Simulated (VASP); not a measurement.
# ScPb7F16 (a cell with a defect) in VASP: further runs

Runs on ScPb7F16 (a cell with a defect). Level: PBE. Tasks: electric field gradients.

Everything below comes from runs of VASP 6.6.1. Logs are shortened: lines on timing, memory, paths and dates and some standing lists are left out, and cuts for length are marked.

### Step 1. Starting point

The cell holds a defect, 24 atoms: a = 8.366 Å, b = 8.366 Å, c = 8.366 Å, α = 60.00°, β = 60.00°, γ = 60.00°.

### Step 2. Electric field gradients, PBE

Input file INCAR:

```
  PREC = Accurate
  ENCUT = 520
  EDIFF = 1E-8
  ISMEAR = -1
  SIGMA = 0.01
  LREAL = Auto
  LASPH = True
  NELM = 80
  ALGO = Fast
  ISIF = 2
  LWAVE = False
  LCHARG = False
  GGA = PE
  LEFG = True
  NELECT = 220.0
  NBANDS = 128
```

Input file KPOINTS:

```
regular mesh
0
Gamma
  3 3 3
```

Input file POSCAR:

```
ScPb7F16
1.0
    0.0000000000      5.9158968646      5.9158968646
    5.9158968646      0.0000000000      5.9158968646
    5.9158968646      5.9158968646      0.0000000000
Sc Pb F
1 7 16
Direct
    0.0000000000      0.0000000000      0.0000000000
    0.0000000000      0.0000000000      0.5000000000
    0.0000000000      0.5000000000      0.0000000000
    0.0000000000      0.5000000000      0.5000000000
    0.5000000000      0.0000000000      0.0000000000
    0.5000000000      0.0000000000      0.5000000000
    0.5000000000      0.5000000000      0.0000000000
    0.5000000000      0.5000000000      0.5000000000
    0.3750000000      0.3750000000      0.3750000000
    0.3750000000      0.3750000000      0.8750000000
    0.3750000000      0.8750000000      0.3750000000
    0.3750000000      0.8750000000      0.8750000000
    0.8750000000      0.3750000000      0.3750000000
    0.8750000000      0.3750000000      0.8750000000
    0.8750000000      0.8750000000      0.3750000000
    0.8750000000      0.8750000000      0.8750000000
    0.1250000000      0.1250000000      0.1250000000
    0.1250000000      0.1250000000      0.6250000000
    0.1250000000      0.6250000000      0.1250000000
    0.1250000000      0.6250000000      0.6250000000
    0.6250000000      0.1250000000      0.1250000000
    0.6250000000      0.1250000000      0.6250000000
    0.6250000000      0.6250000000      0.1250000000
    0.6250000000      0.6250000000      0.6250000000
```

Potentials or basis: VASP PAW PBE potentials, release 64 (Sc_sv, Pb_d, F).

Command:

```sh
$ cat potpaw_PBE.64/Sc_sv/POTCAR potpaw_PBE.64/Pb_d/POTCAR potpaw_PBE.64/F/POTCAR > POTCAR
$ mpirun -np 1 vasp_std > vasp.out
```

OUTCAR:

```text
PREC = Accurate
   ENCUT = 520
   EDIFF = 1E-8
   ISMEAR = -1
   LREAL = Auto
   LASPH = True
   NELM = 80
   ISIF = 2
   GGA = PE
   NELECT = 220.0

 ion  position               nearest neighbor table
   1  0.000  0.000  0.000-  15 2.56  18 2.56  12 2.56  16 2.56  17 2.56  14 2.56  19 2.56  21 2.56

   2  0.000  0.000  0.500-  16 2.56  17 2.56  15 2.56  11 2.56  13 2.56  18 2.56  20 2.56  22 2.56

   3  0.000  0.500  0.000-  13 2.56  20 2.56  14 2.56  16 2.56  17 2.56  19 2.56  10 2.56  23 2.56
[... 13 lines left out ...]
  11  0.375  0.875  0.375-   5 2.56   2 2.56   6 2.56   8 2.56
  12  0.375  0.875  0.875-   6 2.56   5 2.56   1 2.56   7 2.56
  13  0.875  0.375  0.375-   3 2.56   2 2.56   4 2.56   8 2.56
  14  0.875  0.375  0.875-   4 2.56   3 2.56   1 2.56   7 2.56
[... 8 lines left out ...]
  23  0.625  0.625  0.125-   8 2.56   5 2.56   7 2.56   3 2.56
  24  0.625  0.625  0.625-   7 2.56   6 2.56   4 2.56   8 2.56

  LATTYP: Found a face centered cubic cell.
 ALAT       =    11.8317937292

  Lattice vectors:

 A1 = (   0.0000000000,   5.9158968646,   5.9158968646)
 A2 = (   5.9158968646,   0.0000000000,   5.9158968646)
 A3 = (   5.9158968646,   5.9158968646,   0.0000000000)

Analysis of symmetry for initial positions (statically):
=====================================================================
 Subroutine PRICEL returns:
 Original cell was already a primitive cell.

 Routine SETGRP: Setting up the symmetry group for a
 face centered cubic supercell.

 Subroutine GETGRP returns: Found 48 space group operations
 (whereof 48 operations were pure point group operations)
 out of a pool of 48 trial point group operations.

The static configuration has the point symmetry O_h .

Analysis of symmetry for dynamics (positions and initial velocities):
=====================================================================
 Subroutine PRICEL returns:
 Original cell was already a primitive cell.

 Routine SETGRP: Setting up the symmetry group for a
 face centered cubic supercell.

 Subroutine GETGRP returns: Found 48 space group operations
 (whereof 48 operations were pure point group operations)
 out of a pool of 48 trial point group operations.

The dynamic configuration has the point symmetry O_h .

[... 680 lines left out ...]

  FORCE on cell =-STRESS in cart. coord.  units (eV):
  Direction    XX          YY          ZZ          XY          YZ          ZX
  --------------------------------------------------------------------------------------
  -------------------------------------------------------------------------------------
  Total      -10.1537129    -10.1537129    -10.1537129      0.0000000      0.0000000      0.0000000
  in kB      -39.2865313    -39.2865313    -39.2865313      0.0000000      0.0000000      0.0000000
  external PRESSURE =     -39.2865313 kB  Pullay stress =       0.0000000 kB

 VOLUME and BASIS-vectors are now :
 -----------------------------------------------------------------------------
  energy-cutoff  :      520.00
  volume of cell :      414.09
      direct lattice vectors                 reciprocal lattice vectors
     0.000000000  5.915896865  5.915896865    -0.084518039  0.084518039  0.084518039
     5.915896865  0.000000000  5.915896865     0.084518039 -0.084518039  0.084518039
     5.915896865  5.915896865  0.000000000     0.084518039  0.084518039 -0.084518039

 POSITION                                       TOTAL-FORCE (eV/Angst)
 -----------------------------------------------------------------------------------
      0.00000      0.00000      0.00000         0.000000      0.000000      0.000000
      2.95795      2.95795      0.00000         0.000000     -0.000000     -0.000000
      2.95795      0.00000      2.95795        -0.000000     -0.000000      0.000000
      5.91590      2.95795      2.95795         0.000000      0.000000      0.000000
      0.00000      2.95795      2.95795        -0.000000      0.000000     -0.000000
      2.95795      5.91590      2.95795         0.000000     -0.000000      0.000000
[... 16 lines left out ...]
      4.43692      4.43692      7.39487        -0.100696     -0.100696      0.100696
      7.39487      7.39487      7.39487         0.100696      0.100696      0.100696
 -----------------------------------------------------------------------------------
    total drift:                                0.000000      0.000000     -0.000000

  FREE ENERGIE OF THE ION-ELECTRON SYSTEM (eV)
  ---------------------------------------------------
  free  energy   TOTEN  =      -123.3249221830 eV

  energy  without entropy=     -123.3249221830  energy(sigma->0) =     -123.32492218

 Electric field gradients (V/A^2)
---------------------------------------------------------------------
 ion       V_xx      V_yy      V_zz      V_xy      V_xz      V_yz
---------------------------------------------------------------------
   1      -0.000    -0.000     0.000     0.001     0.001     0.001
   2       0.342     0.342    -0.683    36.776    -0.001    -0.001
   3       0.342    -0.683     0.342    -0.001    36.776    -0.001
   4      -0.684     0.342     0.342    -0.001    -0.001   -36.778
   5      -0.683     0.342     0.342    -0.001    -0.001    36.776
   6       0.342    -0.684     0.342    -0.001   -36.778    -0.001
[... 16 lines left out ...]
  23       0.000     0.000    -0.000    -1.059     1.061     1.061
  24      -0.000    -0.000    -0.000    -1.059    -1.059    -1.059
---------------------------------------------------------------------

 Electric field gradients after diagonalization (V/A^2)
 (convention: |V_zz| > |V_xx| > |V_yy|)
----------------------------------------------------------------------
 ion       V_xx      V_yy      V_zz     asymmetry (V_yy - V_xx)/ V_zz
----------------------------------------------------------------------
   1      -0.001    -0.001     0.003       0.000
   2     -36.434    -0.683    37.117       0.963
   3     -36.434    -0.683    37.117       0.963
   4     -36.436    -0.684    37.120       0.963
   5     -36.434    -0.683    37.117       0.963
   6     -36.436    -0.684    37.120       0.963
[... 16 lines left out ...]
  23       1.062     1.059    -2.121       0.002
  24       1.059     1.059    -2.117       0.000
----------------------------------------------------------------------

           NMR quadrupolar parameters

 Cq : quadrupolar parameter    Cq=e*Q*V_zz/h
 eta: asymmetry parameters     (V_yy - V_xx)/ V_zz
 Q  : nuclear electric quadrupole moment in mb (millibarn)
----------------------------------------------------------------------
 ion       Cq(MHz)       eta       Q (mb)
----------------------------------------------------------------------
   1       0.000       0.000       1.000
   2       0.090       0.963       1.000
   3       0.090       0.963       1.000
   4       0.090       0.963       1.000
   5       0.090       0.963       1.000
   6       0.090       0.963       1.000
[... 16 lines left out ...]
  23      -0.005       0.002       1.000
  24      -0.005       0.000       1.000
----------------------------------------------------------------------
```

OSZICAR:

```text
N       E                     dE             d eps       ncg     rms          rms(c)
DAV:   1     0.368278201512E+04    0.36828E+04   -0.10288E+05  1024   0.199E+03
DAV:   2     0.718689971818E+03   -0.29641E+04   -0.28684E+04  1032   0.602E+02
DAV:   3    -0.542560253813E+02   -0.77295E+03   -0.73334E+03  1240   0.314E+02
DAV:   4    -0.139466002176E+03   -0.85210E+02   -0.83904E+02  1496   0.108E+02
[... 33 lines left out ...]
RMM:  38    -0.123324922012E+03   -0.93463E-07   -0.31568E-07   854   0.789E-04    0.295E-04
RMM:  39    -0.123324922067E+03   -0.54693E-07   -0.17529E-07   832   0.701E-04    0.341E-04
RMM:  40    -0.123324922119E+03   -0.52249E-07   -0.14031E-07   797   0.556E-04    0.364E-04
RMM:  41    -0.123324922175E+03   -0.56254E-07   -0.79277E-08   790   0.553E-04    0.220E-04
RMM:  42    -0.123324922183E+03   -0.78398E-08   -0.58584E-08   763   0.425E-04
   1 F= -.12332492E+03 E0= -.12332492E+03  d E =-.406356E-15
```

stdout:

```text
POSCAR found type information on POSCAR ScPbF
 POSCAR found :  3 types and      24 ions
 scaLAPACK will be used
 LDA part: xc-table for (Slater+PW92), standard interpolation
 POSCAR, INCAR and KPOINTS ok, starting setup
 FFT: planning ... GRIDC
 FFT: planning ... GRID_SOFT
 FFT: planning ... GRID
 WAVECAR not read
 entering main loop
 the old and the new charge density differ
 old charge density:   221.00000 new  220.00000
    0.232E+01
WARNING in EDDRMM: call to ZHEGV failed, returncode =   8  4    110
ion   1

ion   2

ion   3

ion   4

ion   5

ion   6

ion   7

ion   8

ion   9

ion  10

ion  11

ion  12

ion  13

ion  14

ion  15

ion  16

ion  17

ion  18

ion  19

ion  20

ion  21

ion  22

ion  23

ion  24
```

Run time: 21 min. Hardware: 1 thread of Intel Xeon Platinum 8259CL at 2.50GHz (Skylake/Cascade Lake), shared host; peak memory 0.66 GiB.

What came out:

```
Free energy            : -123.3249 eV
Largest force          : 1.749 eV/Å
Band gap on the k mesh : 1.32 eV, indirect (least direct gap 1.35 eV)
```

Forces in eV/Å, atoms in the order of the input:
```
Sc   0.000  0.000  0.000
Pb   0.000  0.000  0.000
Pb   0.000  0.000  0.000
Pb   0.000  0.000  0.000
Pb   0.000  0.000  0.000
Pb   0.000  0.000  0.000
Pb   0.000  0.000  0.000
Pb   0.000  0.000  0.000
F   -0.101 -0.101 -0.101
F    0.101  0.101 -0.101
F    0.101 -0.101  0.101
F    1.010 -1.010 -1.010
F   -0.101  0.101  0.101
F   -1.010  1.010 -1.010
F   -1.010 -1.010  1.010
F    1.010  1.010  1.010
F   -1.010 -1.010 -1.010
F    1.010  1.010 -1.010
F    1.010 -1.010  1.010
F    0.101 -0.101 -0.101
F   -1.010  1.010  1.010
F   -0.101  0.101 -0.101
F   -0.101 -0.101  0.101
F    0.101  0.101  0.101
```

Levels at points of the mesh, in eV from the valence-band top:
| k point | band 106 | band 107 | band 108 | band 109 | band 110 | band 111 | band 112 | band 113 | band 114 | band 115 |
| --- | --- | --- | --- | --- | --- | --- | --- | --- | --- | --- |
| (0.00, 0.00, 0.00) | -0.42 | -0.25 | -0.25 | -0.25 | 0.00 | 1.37 | 1.37 | 1.86 | 1.86 | 1.86 |

Electric field gradients, principal values (V/Å²):
| atom | Vxx | Vyy | Vzz |
| --- | --- | --- | --- |
| 1 Sc | -0.001 | -0.001 | 0.003 |
| 2 Pb | -0.683 | -36.434 | 37.117 |
| 3 Pb | -0.683 | -36.434 | 37.117 |
| 4 Pb | -0.684 | -36.436 | 37.120 |
| 5 Pb | -0.683 | -36.434 | 37.117 |
| 6 Pb | -0.684 | -36.436 | 37.120 |
| 7 Pb | -0.684 | -36.436 | 37.120 |
| 8 Pb | 0.001 | 0.001 | -0.002 |
| 9 F | 1.059 | 1.059 | -2.117 |
| 10 F | 1.059 | 1.062 | -2.121 |
| 11 F | 1.059 | 1.062 | -2.121 |
| 12 F | -19.500 | -19.504 | 39.004 |
| 13 F | 1.059 | 1.062 | -2.121 |
| 14 F | -19.500 | -19.504 | 39.004 |
| 15 F | -19.500 | -19.504 | 39.004 |
| 16 F | -19.504 | -19.504 | 39.008 |
| 17 F | -19.504 | -19.504 | 39.008 |
| 18 F | -19.500 | -19.504 | 39.004 |
| 19 F | -19.500 | -19.504 | 39.004 |
| 20 F | 1.059 | 1.062 | -2.121 |
| 21 F | -19.500 | -19.504 | 39.004 |
| 22 F | 1.059 | 1.062 | -2.121 |
| 23 F | 1.059 | 1.062 | -2.121 |
| 24 F | 1.059 | 1.059 | -2.117 |

Caveat: the cell carries a net charge on a neutralising background, which shifts energy and pressure; the cell is charged against a uniform background, so pressure and absolute levels hang on convention; spin-orbit coupling is left out, which as a rule narrows the gap of such compounds by several tenths of an eV. A hybrid or GW would open this gap; PBE tends to underestimate it.

(Continued in part 2 of 2.)
